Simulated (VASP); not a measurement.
A run of VASP 6.6.1 is set up as follows.

Contents of INCAR:

```
SYSTEM = Li2HfF6
ALGO     = Fast           ! electronic algorithm
EDIFF    = 1E-6           ! SCF threshold, eV
ENCUT    = 520            ! plane-wave cutoff, eV
GGA      = PE             ! functional
ISIF     = 2              ! what is computed and relaxed
ISMEAR   = -1             ! smearing method
LASPH    = .TRUE.         ! aspherical terms in the spheres
LCHARG   = .TRUE.         ! write CHGCAR
LELF     = .TRUE.         ! ELF
LREAL    = .FALSE.        ! projectors in reciprocal space
LVHAR    = .TRUE.       
LWAVE    = .FALSE.        ! write WAVECAR
NBANDS   = 39             ! bands
NELM     = 100            ! most SCF steps
PREC     = Accurate       ! precision mode
SIGMA    = 0.1            ! smearing width, eV
```

KPOINTS

```
k-points
0
G
  4 4 3
  0 0 0
```

File POSCAR:

```
Li2HfF6
1.0
    4.1900140000     -0.3320400000     -0.7889840000
   -0.2857880000      4.0068070000     -0.4303630000
    0.2018830000      1.0374760000      5.9238540000
Hf Li F
1 2 6
Direct
    0.4749108034      0.0086157858      0.3525080025
    0.7671575020      0.5614126204     -0.0768548290
    0.0626549355      0.0547111718      0.7994419521
    0.2960762400      0.8680032424      1.0045289596
    0.7775434434     -0.0629277142      0.1749483658
    0.1872883289      0.4294713596      0.3401576200
    0.4507576850      0.2980024708      1.1305583896
    0.4176724787      0.0142892247      0.6185818314
    0.8434165148      0.6651720004      0.6662035481
```

Potentials or basis: VASP PAW PBE potentials, release 64 (Hf_pv, Li_sv, F).

Command:

```sh
$ cat potpaw_PBE.64/Hf_pv/POTCAR potpaw_PBE.64/Li_sv/POTCAR potpaw_PBE.64/F/POTCAR > POTCAR
$ mpirun -np 1 vasp_std > vasp.out
```

(1) Estimate the largest force.

(2) Estimate the band gap on the k mesh.

Results:

(1) 14.541 eV/Å.

(2) 3.27 eV, indirect (least direct gap 3.36 eV).

Caveat: spin-orbit coupling is left out, which moves the levels of the heavy elements.
